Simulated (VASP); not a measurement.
A convergence study with VASP on CsI (CsCl type): one setting is varied, all else stays as given below, so the limit is that of these other settings. Each run relaxes cell and ions from the cell shown. The basis is that of the starting cell, so low cut-offs carry a Pulay error.

```
CELL_PARAMETERS angstrom
      4.57000     0.00000     0.00000
      0.00000     4.57000     0.00000
      0.00000     0.00000     4.57000
ATOMIC_POSITIONS crystal
  Cs 0.00000 0.00000 0.00000
  I  0.50000 0.50000 0.50000
```

All values below come from PBE GGA, VASP's PBE PAW potentials (set 64) (plane waves; VASP). The tightest run used: 700 eV cut-off, 5×5×5 Γ-centred mesh, Gaussian smearing of 0.050 eV, potentials Cs_sv I.

Gaps are read on the run's mesh, which can miss a band edge.

| setting | relaxed volume (Å³/atom) | E (eV/atom) | gap on the mesh (eV) | plane waves |
|---|---|---|---|---|
| ENCUT = 150 | 44.175 | -2.7253 | 4.117 | 405 |
| ENCUT = 200 | 49.326 | -2.7153 | 3.803 | 619 |
| ENCUT = 250 | 50.744 | -2.7210 | 3.719 | 877 |
| ENCUT = 300 | 50.823 | -2.7209 | 3.714 | 1141 |
| ENCUT = 350 | 50.819 | -2.7206 | 3.714 | 1432 |

These are the cheaper rows. Estimate the results at ENCUT = 700, and how far the last row shown lies from them.

| quantity | tightest run | last row shown is off by |
|---|---|---|
| relaxed volume (Å³/atom) | 50.983 | -0.163 |
| E (eV/atom) | -2.7213 | 0.0007 |
| gap on the mesh (eV) | 3.704 | 0.010 |

Left out are rungs that failed or repeat a setting and relaxations that didn't move; long series are thinned to 24 rows.

The compound is CsI in the CsCl type structure.
